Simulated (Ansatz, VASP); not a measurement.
# Cross-check of InGaSbAs (InAs/GaSb (001) superlattice, 2 and 2 atomic planes, on GaSb) between VASP and Ansatz, part 2 of 2

One calculation is typed for both programs; each brings its own data sets and cutoff. How far apart do they land?  The structure shown is the end of the Ansatz relaxation below.

VASP 6.6.1 and Ansatz 0.2.0.

So far: The structure; Ansatz: relaxation, PBE.

## (3) VASP: single point, PBE

Level of this step: PBE; plane waves and PAW (In_d, As, Ga_d, Sb) (VASP).

The same cell, functional, mesh and smearing now go to VASP, with its own data sets and cutoff.

Lines of VASP's logs that name or quote its potential files are left out, and so is its time.

The input, INCAR:

```
SYSTEM = InGaSbAs
PREC = Accurate
ENCUT = 400
EDIFF = 1E-06
NELM = 100
ISMEAR = -1
SIGMA = 0.025
LREAL = .FALSE.
ALGO = Normal
GGA = PE
NBANDS = 89
LORBIT = 11
LWAVE = .FALSE.
LCHARG = .FALSE.
NCORE = 4
ISIF = 2
```

The input, POSCAR:

```
InGaSbAs
1.0
    8.7681200000      0.0000000000      0.0000000000
    0.0000000000      8.7681200000      0.0000000000
    0.0000000000      0.0000000000      6.1921960000
In As Ga Sb
4 4 4 4
Direct
    0.9997000000      0.9999400000      0.0175100000
    0.4995600000      0.9998300000      0.0176300000
    0.4996500000      0.4998900000      0.0175000000
    0.9995400000      0.4999100000      0.0176300000
    0.2496100000      0.9998400000      0.2671300000
    0.7496500000      0.9998600000      0.2669300000
    0.7495700000      0.4998400000      0.2671300000
    0.2496300000      0.4998300000      0.2669600000
    0.2496600000      0.2498800000      0.4832000000
    0.2496200000      0.7497600000      0.4831800000
    0.7496600000      0.7499100000      0.4831500000
    0.7496300000      0.2497900000      0.4832200000
    0.4996400000      0.2498300000      0.7297500000
    0.4996500000      0.7498900000      0.7296400000
    0.9996300000      0.7498800000      0.7297300000
    0.9996400000      0.2499400000      0.7297000000
```

The input, KPOINTS:

```
Automatic mesh
0
Gamma
2 2 3
0 0 0
```

The projector-augmented-wave data sets are In_d, As, Ga_d and Sb (PBE family, release 64).

On the command line:

```bash
> mpirun -np 4 vasp_std
```

Numbers of over 12 decimals in the logs are rounded to 6 here.

Log:

```text
[banner, memory and clock lines left out]
running    4 mpi-ranks, on    1 nodes
 distrk:  each k-point on    4 cores,    1 groups
 distr:  one band on    4 cores,    1 groups

 POSCAR found type information on POSCAR InAsGaSb
 POSCAR found :  4 types and      16 ions
 LDA part: xc-table for (Slater+PW92), standard interpolation
 POSCAR, INCAR and KPOINTS ok, starting setup
 FFT: planning ... GRIDC
 FFT: planning ... GRID_SOFT
 FFT: planning ... GRID
 WAVECAR not read
 entering main loop
       N       E                     dE             d eps       ncg     rms          rms(c)
DAV:   1     0.132052782264E+04    0.13205E+04   -0.51915E+04  1432   0.160E+03
DAV:   2     0.176450635367E+03   -0.11441E+04   -0.11051E+04  1504   0.463E+02
DAV:   3    -0.417182311651E+02   -0.21817E+03   -0.20612E+03  1661   0.193E+02
DAV:   4    -0.597374932972E+02   -0.18019E+02   -0.17575E+02  1735   0.528E+01
DAV:   5    -0.606977661742E+02   -0.96027E+00   -0.95434E+00  2176   0.127E+01    0.109E+01
DAV:   6    -0.596543222604E+02    0.10434E+01   -0.20915E+00  1951   0.972E+00    0.587E+00
DAV:   7    -0.595766939834E+02    0.77628E-01   -0.12053E+00  1944   0.349E+00    0.168E+00
DAV:   8    -0.595765541693E+02    0.13981E-03   -0.18558E-01  1790   0.275E+00    0.668E-01
DAV:   9    -0.595784790829E+02   -0.19249E-02   -0.23768E-02  1662   0.876E-01    0.447E-01
DAV:  10    -0.595804334960E+02   -0.19544E-02   -0.64094E-03  2254   0.361E-01    0.228E-01
DAV:  11    -0.595810409281E+02   -0.60743E-03   -0.17265E-03  1836   0.191E-01    0.640E-02
DAV:  12    -0.595810372212E+02    0.37069E-05   -0.20325E-04  1951   0.979E-02    0.673E-02
DAV:  13    -0.595810466853E+02   -0.94641E-05   -0.92057E-05  1624   0.716E-02    0.127E-02
DAV:  14    -0.595810521460E+02   -0.54607E-05   -0.13518E-05  1631   0.262E-02    0.970E-03
DAV:  15    -0.595810530715E+02   -0.92546E-06   -0.31158E-06  1272   0.147E-02
   1 F= -.59581053E+02 E0= -.59580059E+02  d E =-.198769E-02
```

OUTCAR, selected parts (step 3):

```text
ion  position               nearest neighbor table
   1  1.000  1.000  0.018-   5 2.68   6 2.68  16 2.83  15 2.83
   2  0.500  1.000  0.018-   5 2.68   6 2.68  13 2.83  14 2.83
   3  0.500  0.500  0.017-   7 2.68   8 2.68  13 2.83  14 2.83
   4  1.000  0.500  0.018-   7 2.68   8 2.68  15 2.83  16 2.83
   5  0.250  1.000  0.267-   9 2.57  10 2.57   2 2.68   1 2.68
   6  0.750  1.000  0.267-  11 2.57  12 2.57   2 2.68   1 2.68
   7  0.750  0.500  0.267-  11 2.57  12 2.57   4 2.68   3 2.68
   8  0.250  0.500  0.267-  10 2.57   9 2.57   3 2.68   4 2.68
   9  0.250  0.250  0.483-   8 2.57   5 2.57  13 2.67  16 2.67
  10  0.250  0.750  0.483-   8 2.57   5 2.57  14 2.67  15 2.67
  11  0.750  0.750  0.483-   6 2.57   7 2.57  14 2.67  15 2.67
  12  0.750  0.250  0.483-   6 2.57   7 2.57  16 2.67  13 2.67
  13  0.500  0.250  0.730-   9 2.67  12 2.67   3 2.83   2 2.83
  14  0.500  0.750  0.730-  11 2.67  10 2.67   3 2.83   2 2.83
  15  1.000  0.750  0.730-  11 2.67  10 2.67   4 2.83   1 2.83
  16  1.000  0.250  0.730-  12 2.67   9 2.67   1 2.83   4 2.83

  LATTYP: Found a simple tetragonal cell.
 ALAT       =     8.7681200000
 C/A-ratio  =     0.7062170682

 Subroutine GETGRP returns: Found  1 space group operations
 (whereof  1 operations were pure point group operations)

The static configuration has the point symmetry C_1 .

 Found      8 irreducible k-points:

   k-points           NKPTS =      8   k-points in BZ     NKDIM =      8   number of bands    NBANDS=     89

   dimension x,y,z NGX =    60 NGY =   60 NGZ =   40
   dimension x,y,z NGXF=   120 NGYF=  120 NGZF=   80

   ENCUT  =  400.0 eV  29.40 Ry    5.42 a.u.  14.30 14.30 10.10*2*pi/ulx,y,z

   NELECT =     144.0000    total number of electrons

 k-points in reciprocal lattice and weights: Automatic mesh
   0.00000000  0.00000000  0.00000000       0.083
   0.50000000  0.00000000  0.00000000       0.083
   0.00000000  0.50000000  0.00000000       0.083
   0.50000000  0.50000000  0.00000000       0.083
   0.00000000  0.00000000  0.33333333       0.167
   0.50000000  0.00000000  0.33333333       0.167
   0.00000000  0.50000000  0.33333333       0.167
   0.50000000  0.50000000  0.33333333       0.167

 average (electrostatic) potential at core
       1 -97.0081       2 -97.0081       3 -97.0080       4 -97.0081       5 -50.2245
       6 -50.2244       7 -50.2243       8 -50.2245       9 -66.2710      10 -66.2708
      11 -66.2708      12 -66.2709      13 -88.0005      14 -88.0006      15 -88.0006
      16 -88.0006

 E-fermi :   4.2408

 k-point     1 :       0.0000    0.0000    0.0000
  band No.  band energies     occupation
    ...
     68       3.1978      2.00000
     69       3.5424      2.00000
     70       3.7374      2.00000
     71       4.1126      1.98823
     72       4.1588      1.92761
     73       4.3123      0.10855
     74       5.4288      0.00000
     75       5.4558      0.00000
     76       5.5073      0.00000
     77       5.5412      0.00000
    ...

 k-point     2 :       0.5000    0.0000    0.0000
  band No.  band energies     occupation
    ...
     68       2.0884      2.00000
     69       3.0469      2.00000
     70       3.0470      2.00000
     71       4.1134      1.98785
     72       4.1135      1.98776
     73       5.0549      0.00000
     74       5.0551      0.00000
     75       6.3932      0.00000
     76       6.3934      0.00000
     77       6.4339      0.00000
    ...

 k-point     3 :       0.0000    0.5000    0.0000
  band No.  band energies     occupation
    ...
     68       2.5228      2.00000
     69       3.0323      2.00000
     70       3.0324      2.00000
     71       3.8976      2.00000
     72       3.8978      2.00000
     73       5.6925      0.00000
     74       5.6927      0.00000
     75       5.8198      0.00000
     76       5.8199      0.00000
     77       6.3093      0.00000
    ...

  Total        2.5806513     -0.0604080     -0.0268179      0.0000485     -0.0001757     -0.0007503
  in kB        8.6852484     -0.2033047     -0.0902563      0.0001634     -0.0005914     -0.0025251
  external PRESSURE =       2.7972291 kB  Pullay stress =       0.0000000 kB

  energy-cutoff  :      400.00
  volume of cell :      476.06
      direct lattice vectors                 reciprocal lattice vectors
     8.768120000  0.000000000  0.000000000     0.114049534  0.000000000  0.000000000
     0.000000000  8.768120000  0.000000000     0.000000000  0.114049534  0.000000000
     0.000000000  0.000000000  6.192196000     0.000000000  0.000000000  0.161493596

 POSITION                                       TOTAL-FORCE (eV/Angst)
 -----------------------------------------------------------------------------------
      8.76549      8.76759      0.10843        -0.001201     -0.001106     -0.006619
      4.38020      8.76663      0.10917         0.000488      0.000136     -0.007827
      4.38099      4.38310      0.10836        -0.000441     -0.000141     -0.006588
      8.76409      4.38327      0.10917         0.000116     -0.000570     -0.006615
      2.18861      8.76672      1.65412        -0.000056     -0.000444     -0.006901
      6.57302      8.76689      1.65288         0.000364      0.000115     -0.006308
      6.57232      4.38266      1.65412         0.000957      0.000489     -0.007566
      2.18879      4.38257      1.65307        -0.000211      0.000166     -0.007324
      2.18905      2.19098      2.99207        -0.000350     -0.000145      0.003139
      2.18870      6.57399      2.99195         0.000096      0.001356      0.003306
      6.57311      6.57530      2.99176         0.000031     -0.000633      0.002818
      6.57285      2.19019      2.99219        -0.000158      0.000454      0.002172
      4.38090      2.19054      4.51876        -0.000105      0.000112      0.010913
      4.38099      6.57513      4.51807        -0.000493     -0.000169      0.012041
      8.76488      6.57504      4.51863         0.000388      0.000553      0.010760
      8.76496      2.19150      4.51845         0.000576     -0.000172      0.010598
 -----------------------------------------------------------------------------------
    total drift:                               -0.001733     -0.000564      0.007789

  FREE ENERGIE OF THE ION-ELECTRON SYSTEM (eV)
  ---------------------------------------------------
  free  energy   TOTEN  =       -59.5810530715 eV

  energy  without entropy=      -59.5790653826  energy(sigma->0) =      -59.58005923

 total charge
# of ion       s       p       d       tot
------------------------------------------
    1        0.862   0.692   9.869  11.424
    2        0.862   0.692   9.869  11.424
    3        0.862   0.692   9.869  11.424
    4        0.862   0.692   9.869  11.424
    5        1.229   1.504   0.021   2.755
    6        1.229   1.504   0.021   2.755
    7        1.229   1.504   0.021   2.755
    8        1.229   1.504   0.021   2.755
    9        0.902   0.693   9.968  11.564
   10        0.902   0.693   9.968  11.564
   11        0.902   0.693   9.968  11.564
   12        0.902   0.693   9.968  11.564
   13        1.133   1.339   0.021   2.493
   14        1.133   1.339   0.021   2.493
   15        1.133   1.339   0.021   2.493
   16        1.133   1.339   0.021   2.493
--------------------------------------------------
tot         16.509  16.914  79.520 112.942

[... 3 further parts left out ...]
```

The run ends at a pressure of 0.28 GPa, with forces up to 0.012 eV/Å.

## (4) Differences

Known differences besides the PAW data sets themselves: the data sets hold 224 valence electrons in Ansatz (default PAW (the set named soft_2) files) and 144 in VASP; the cutoff is 420 eV in Ansatz and 400 eV in VASP; VASP leaves aspherical gradient terms in its spheres out (LASPH is not set), Ansatz keeps them; Ansatz's pressure holds a Pulay correction, VASP's none. Total energies have different zeros and are not compared.

The two programs side by side:

```csv
quantity,Ansatz,VASP,difference
pressure (GPa),0.31,0.28,+0.03
gap on the k mesh (eV),0.154,0.153,+0.001
```

At this near-relaxed geometry the largest component of a force difference is 10 meV/Å.

## (5) Results

- difference in gap on the k mesh (single point, PBE): 8.8e-4 eV

In words: The difference in gap on the k mesh is 8.8e-4 eV (single point, PBE), within the 0.08 eV picked in this series as the mark of a large difference. How closely two codes agree says nothing of how well the functional describes the real material.

[Lines on the potential files, build, host, timing and source positions are cut from VASP's logs without a mark.]

[Logs are printed without paths, hosts, clocks, repeated set-up lines and the standing remarks that a program may print on its own settings, such as how far it seeks lower states.]

[Hosts, paths, dates, database ids (printed as entryN), source tags and the programs' standing remarks are cut or masked in the printed files.]
